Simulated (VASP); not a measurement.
Energy against volume of In (bct). Method: PBE GGA with D4 dispersion, VASP's PBE PAW potentials (set 64) (plane waves; VASP). Run with 520 eV cut-off, 16×16×16 Γ-centred mesh, first-order Methfessel-Paxton smearing of 0.10 eV, potentials In_d.

Shape and ions are relaxed at each volume.

| V (Å³/atom) | E (eV/atom) |
|---|---|
| 25.219 | -2.90700 |
| 25.999 | -2.91079 |
| 26.779 | -2.90832 |
| 27.559 | -2.90071 |

Q: Fit these four points and predict the energy of the run at 24.439 Å³/atom.

A: A cubic in V^(−2/3), the third-order Birch-Murnaghan form, passes through the four points with V0 = 26.06 Å³/atom and B0 = 42 GPa, and gives -2.8956 eV/atom there. The run gave -2.8956 eV/atom, +0.0 meV/atom from the fit; all five points give B0 = 42 GPa.

The compound is In in the bct structure. It was relaxed first.
